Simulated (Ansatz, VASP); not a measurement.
## Ni8H (Ni(100)-(2x1)-H, hollow site): VASP beside Ansatz

One calculation is typed for both programs; each brings its own data sets. How far apart do they land? Of the first pair: The structure shown is the start of the Ansatz relaxation below; VASP solves that cell, so the two are compared at the walk's first step.

Method: plane waves, with VASP 6.6.1 beside it; PBE with D3(BJ), in Ansatz 0.2.0.

## (1) Starting point

The cell holds 9 atoms: 8 Ni and 1 H. Its edges and angles: a = 4.978 Å, b = 2.489 Å, c = 22.780 Å, α = 90.0°, β = 90.0°, γ = 90.0°. Vacuum lies along c.

## (2) Ansatz: relaxation, PBE with D3(BJ)

Ansatz runs on its default PAW (the set named soft_2) files.

The two programs are compared at the cell with which this relaxation starts, whose forces are those of its first step.

Input file input.yaml:

```yaml
crystal:
  lattice:
    - [4.9780317396, 0.0, 0.0]
    - [0.0, 2.4890158698, 0.0]
    - [0.0, 0.0, 22.78]
  atoms:
    - { symbol: Ni, position: [0.25, 0.5, 0.3731343284], spin: 0.7 }
    - { symbol: Ni, position: [0.75, 0.5, 0.3731343284], spin: 0.7 }
    - { symbol: Ni, position: [0.0, 0.0, 0.4503950834], spin: 0.7 }
    - { symbol: Ni, position: [0.5, 0.0, 0.4503950834], spin: 0.7 }
    - { symbol: Ni, position: [0.25, 0.5, 0.5276558385], spin: 0.7 }
    - { symbol: Ni, position: [0.75, 0.5, 0.5276558385], spin: 0.7 }
    - { symbol: Ni, position: [0.0, 0.0, 0.6049165935], spin: 0.7 }
    - { symbol: Ni, position: [0.5, 0.0, 0.6049165935], spin: 0.7 }
    - { symbol: H, position: [0.25, 0.5, 0.6268656716] }
magnetization:
  spin_polarized: true
kpoints:
  mp_grid: { grid: [6, 11, 1] }
hamiltonian:
  xc: pbe
  dispersion: d3bj
scf:
  occupations: { method: fermi_dirac, width: 0.1 }
  convergence: { dr2_threshold: 1.0e-08 }
efield:
  axis: 3
  dipole_correction: true
  ramp_position: 0.97
  ramp_width: 0.06
relax:
  f_tol: 0.015
  max_steps: 90
  constraints: [{ sites: [0, 1, 2, 3] }]
output:
  write_potential: true
  write_density: true
  volumetric_format: npy
```

Run with:

```console
$ ansatz run input.yaml --threads 4 --pin off --max-ram 6144MiB --backend cpu --events-out ev --progress --plain --runs-dir out
```

Numbers of over 12 decimals in the logs are rounded to 6 here.

The log of the run:

```text
Engine: ansatz 0.2.0, aarch64-unknown-linux-gnu
Pseudopotentials: kind: paw
Pseudopotential: Ni, paw, valence charge 18, recommended cutoff 420 eV (normal), Ni.paw.azcp
Pseudopotential: H, paw, valence charge 1, recommended cutoff 420 eV (normal), H.paw.azcp
Functional definition: PBE
  parameter kappa = 0.804
  parameter beta = 0.066725
  exchange = pbe_x(kappa = kappa, mu = beta*pi^2/3)
  correlation = pbe_c(beta = beta)
Crystal: 9 atoms, lattice volume = 282.253 Å³
Basis set: ecut = 420 eV, 5533 PW (Γ), exchange–correlation on 72×36×320 points (8 copies of the dense FFT grid, shifted against one another)
Bands: 91, of which v1, the nominal top of the filled ones, is band 73 counted from 1 (72 counted from 0)
Symmetry: 4 space group operations
k-points: 24 of 66
Non-local potential: Ni, projectors of the file, l = 0: 3, l = 1: 2, l = 2: 3, l = 3: 1
Non-local potential: H, projectors of the file, l = 0: 2, l = 1: 1
PAW form: soft (Blöchl's): semilocal exchange-correlation on the pseudo side does not see the compensation charge
PAW one-centre angular grid: Ni, 590 points (default); XC on 64 Gauss nodes
PAW one-centre angular grid: H, 110 points (default); XC on 64 Gauss nodes
Initial density: superposition of atomic densities (neutral atoms: chi_scale 0, normalization atom)
Starting moments: Σ|m| = 5.6 μB on 8 of 9 sites
Initial wavefunctions: pseudopotential atomic-orbital guess
Functional: x = pbe(κ = 0.804, μ = 0.219515), c = pbe(β = 0.066725)
SCF iter   1: F=—  HF=-46725.448460 eV  |F-HF|=—  |Δ(HF+E_count)|=         —  Δρ=2.39e-2 (↑1.32e-2 ↓2.39e-2)  dr2=6.71e0  dr2_m=4.03e-1  M=5.827 μB ∫|m|=6.094 μB  β_m=1.00  ethr=3.10e-3  p=0.000 e·Å  D=1.12e-5 V/Å  ΔV_dip=-0.00 eV  dr2_dipole=1.92e-2  V_vac-E_F(+/−)=7.14/7.14 eV  ⟨swp⟩=10.6  Hψ=22238  notcnv=0  defer=149
Mixer restart at iter 1: flushing history
efield: sawtooth ramp at fractional position 0.9700 (set: `efield.ramp_position`, or a place that a band, a saddle search or an elastic batch's reference lends), width 0.0600; the density the first Hamiltonian is built on has a dipole p = 0.000 e·Å; the dipole correction subtracts the counter field D = 1.12e-5 V/Å, which shifts the + side's vacuum level by -0.00 eV against the − side's; the planar-averaged density in the ramp window peaks in size at 2.5e-5 e/Å³
preconditioner: auto → LDOS  [metal: Δε(μ)=0.003 eV  Ē_g=7.188 eV  σ=0.100 eV  W_gap=0.01  n_scr=46 (ndim 8)  ℏωp=19.9 eV  f_vac=0.617  D(μ)=16.46/eV (n_scr^D=168)]
spin=Collinear: LDOS preconditioning applied to the charge; magnetization (m = ρ↑ − ρ↓) channel mixes plain (no charge-response kernel on spin).
SCF iter   2: F=—  HF=-46726.886659 eV  |F-HF|=—  |Δ(HF+E_count)|=    1.44e0  Δρ=1.22e-2 (↑1.22e-2 ↓1.01e-2)  dr2=1.37e0  dr2_m=1.12e-2  M=5.687 μB ∫|m|=6.214 μB  β_m=0.33  ethr=3.10e-3  p=-0.006 e·Å  D=-3.78e-3 V/Å  ΔV_dip=0.09 eV  dr2_dipole=3.50e-6  V_vac-E_F(+/−)=6.32/6.23 eV  ⟨swp⟩=2.4  Hψ=7322  notcnv=0  defer=253
density mixer auto → msr1: a metal under ldos (density of states about μ 3.80 of a free-electron gas's, 46 screened modes)
SCF iter   3: F=—  HF=-46729.910668 eV  |F-HF|=—  |Δ(HF+E_count)|=    3.02e0  Δρ=5.85e-3 (↑5.71e-3 ↓5.85e-3)  dr2=3.19e-1  dr2_m=1.12e-2  M=5.630 μB ∫|m|=6.203 μB  β_m=0.50  ethr=9.45e-4  p=-0.003 e·Å  D=-2.24e-3 V/Å  ΔV_dip=0.05 eV  dr2_dipole=2.90e-4  V_vac-E_F(+/−)=5.82/5.77 eV  ⟨swp⟩=2.9  Hψ=6981  notcnv=0  defer=243
SCF iter   4: F=—  HF=-46732.825194 eV  |F-HF|=—  |Δ(HF+E_count)|=    2.91e0  Δρ=6.94e-3 (↑4.46e-3 ↓6.94e-3)  dr2=2.07e-1  dr2_m=1.80e-2  M=5.430 μB ∫|m|=6.097 μB  β_m=0.75  ethr=2.20e-4  p=-0.000 e·Å  D=-1.53e-4 V/Å  ΔV_dip=0.00 eV  dr2_dipole=4.78e-4  V_vac-E_F(+/−)=5.27/5.26 eV  ⟨swp⟩=2.9  Hψ=8150  notcnv=0  defer=236
SCF iter   5: F=—  HF=-46733.607399 eV  |F-HF|=—  |Δ(HF+E_count)|=         —  Δρ=6.48e-3 (↑4.79e-3 ↓6.48e-3)  dr2=1.07e-1  dr2_m=5.06e-2  M=4.997 μB ∫|m|=5.683 μB  β_m=0.75  ethr=1.43e-4  p=-0.002 e·Å  D=-9.99e-4 V/Å  ΔV_dip=0.02 eV  dr2_dipole=4.61e-3  V_vac-E_F(+/−)=5.00/4.98 eV  ⟨swp⟩=3.0  Hψ=9078  notcnv=0  defer=241
SCF iter   6: F=—  HF=-46733.608841 eV  |F-HF|=—  |Δ(HF+E_count)|=   1.44e-3  Δρ=6.12e-3 (↑2.45e-3 ↓6.12e-3)  dr2=1.06e-1  dr2_m=1.46e-2  M=4.946 μB ∫|m|=5.614 μB  β_m=0.68  ethr=7.38e-5  p=-0.001 e·Å  D=-7.78e-4 V/Å  ΔV_dip=0.02 eV  dr2_dipole=4.31e-5  V_vac-E_F(+/−)=5.01/5.00 eV  ⟨swp⟩=2.3  Hψ=8443  notcnv=0  defer=301
SCF iter   7: F=—  HF=-46733.594957 eV  |F-HF|=—  |Δ(HF+E_count)|=   1.39e-2  Δρ=2.31e-3 (↑2.19e-3 ↓2.31e-3)  dr2=2.84e-2  dr2_m=1.55e-3  M=4.958 μB ∫|m|=5.624 μB  β_m=0.62  ethr=7.32e-5  p=-0.004 e·Å  D=-2.36e-3 V/Å  ΔV_dip=0.05 eV  dr2_dipole=8.53e-6  V_vac-E_F(+/−)=4.95/4.90 eV  ⟨swp⟩=2.0  Hψ=7705  notcnv=0  defer=282
[...]
WARN: The output density's exchange-correlation potential varies sharply where the density is thin. Do not read a vacuum level from v_tot or v_xc, or from such a field of the output density. On a cell that repeats whose density bears no net charge and no dipole along the vacuum's axis use v_es (v_loc + v_h of the components); under efield.dipole_correction with no amplitude use v_es + v_field, which holds any externa [...]
SCF converged after 10 iterations
Magnetization: 4.9298 μB (74.9649 up, 70.0351 down)
Absolute magnetization: 5.5930 μB (∫|ρ↑−ρ↓|, with the PAW one-centre terms)
Spin contamination: 0.0683 ħ² per cell (⟨S²⟩ above its minimum at these occupations)
Per-site moments (μB) at R_I (Å): [(0.760526, 1.026719), (0.751883, 1.026719), (0.690294, 1.012199), (0.690294, 1.012199), (0.707533, 0.944997), (0.640520, 1.013511), (0.469900, 0.755500), (0.469900, 0.755500), (-0.00759386, 0.755500)]
Free energy (F): -46733.601565 eV
Harris-Foulkes:  -46733.601565 eV  (|F-HF|=6.25e-9)
Internal energy: -46733.137118 eV  (E = F + TS)
E sigma→0 (E₀):  -46733.369341 eV
Entropy (-TS):   -0.464447 eV (-51.605 meV/atom)
Fermi energy:    2.329876 eV
Dipole field:    D = -0.002748 V/Å  (p = -0.004286 e·Å, saw-weighted, corrected)
Work function:   Φ+ = 4.9585 eV   Φ− = 4.8959 eV
Levels:          The Fermi level and band energies are counted from a zero that moves with the ramp; work functions are not
--- Per-component energies (eV) ---
  E_band       = -4532.824751
  E_kinetic    = 2267.639992
  E_local      = -312600.837125  (includes V_loc(G=0)·N_el)
  E_nonlocal   = 5102.602693
  E_hartree    = 152901.206121
  E_xc         = -681.118276
  E_vxc        = -877.801190  (∫ρ·V_xc dr)
  E_paw        = -13051.589799  (= ΣΔE_a)
  E_vpaw       = -4226.748699  (= ΣTr[D̂ρ^β])
  E_aug_tail   = 0.002942  (compensation charges beyond the density's cutoff)
  E_efield     = 0.000006  (sawtooth field / dipole correction)
  E_vefield    = -0.098551  (∫n·V_field dr)
  E_ewald      = 119331.674767
  E_disp       = -2.718439  (pairwise vdW)
  E_smearing   = -0.464447  (= −TS)
  E_closure    = 0.000000  (closes the sum)
  Σ components = -46733.601565   (vs F -46733.601565, Δ=0.00e0)
--- Forces (eV/Å), atoms counted from 1 ---
  atom   1  Ni     0.00000000     0.00000000     0.37314622
  atom   2  Ni     0.00000000     0.00000000     0.39360818
  atom   3  Ni    -0.08352121     0.00000000    -0.38535392
  atom   4  Ni     0.08352121     0.00000000    -0.38535392
  atom   5  Ni     0.00000000     0.00000000    -0.00017763
  atom   6  Ni     0.00000000     0.00000000     0.00287524
  atom   7  Ni     0.00820824     0.00000000     0.00316293
  atom   8  Ni    -0.00820824     0.00000000     0.00316293
  atom   9  H      0.00000000     0.00000000    -0.00510363
  max |Σ_I F_I| component: 3.36e-5 eV/Å
--- Band table (eV; the first three rows and the last of 48) ---
  k-point 0 ↑: bands = [... 69 lower, 1.6919, 1.6927, 1.7584, 1.7691, 1.8163, 1.8180, 1.8262, 2.5539, ... 14 higher]
  k-point 1 ↑: bands = [... 69 lower, 1.5881, 1.6248, 1.6319, 1.6573, 1.7630, 1.8518, 2.2360, 3.0222, ... 14 higher]
  k-point 2 ↑: bands = [... 69 lower, 1.5416, 1.6167, 1.7353, 1.7487, 1.7779, 1.8415, 3.0011, 3.7612, ... 14 higher]
  k-point 23 ↓: bands = [... 69 lower, 2.5118, 2.5383, 2.5734, 3.3022, 3.7154, 4.1693, 4.7704, 5.2411, ... 14 higher]
--- Relaxed structure (4 steps of the walk, 4 accepted, 0 SCFs on fresh bases) ---
  F+E_penalty+E_count = -46733.60156488 eV   max|allowed force component| = 8.208e-3 eV/Å
  atoms:
    - { symbol: Ni, position: [0.25, 0.5, 0.373134] }
    - { symbol: Ni, position: [0.750000, 0.5, 0.373134] }
    - { symbol: Ni, position: [0.0, 0.0, 0.4503950834] }
    - { symbol: Ni, position: [0.5, 0.0, 0.4503950834] }
    - { symbol: Ni, position: [0.25, 0.5, 0.525455] }
    - { symbol: Ni, position: [0.750000, 0.5, 0.527727] }
    - { symbol: Ni, position: [0.00217659, 0.0, 0.602639] }
    - { symbol: Ni, position: [0.497823, 0.0, 0.602639] }
    - { symbol: H, position: [0.25, 0.5, 0.626021] }
```

The column dr2 measures how far the density is from self-consistency, as an energy; F and HF (Harris–Foulkes) agree once it is small.

(Continued in part 2 of 2.)

[Lines on the potential files, build, host, timing and source positions are cut from VASP's logs without a mark.]

[Logs are printed without paths, hosts, clocks, repeated set-up lines and the standing remarks that a program may print on its own settings, such as how far it seeks lower states.]

[Hosts, paths, dates, database ids (printed as entryN), source tags and the programs' standing remarks are cut or masked in the printed files.]
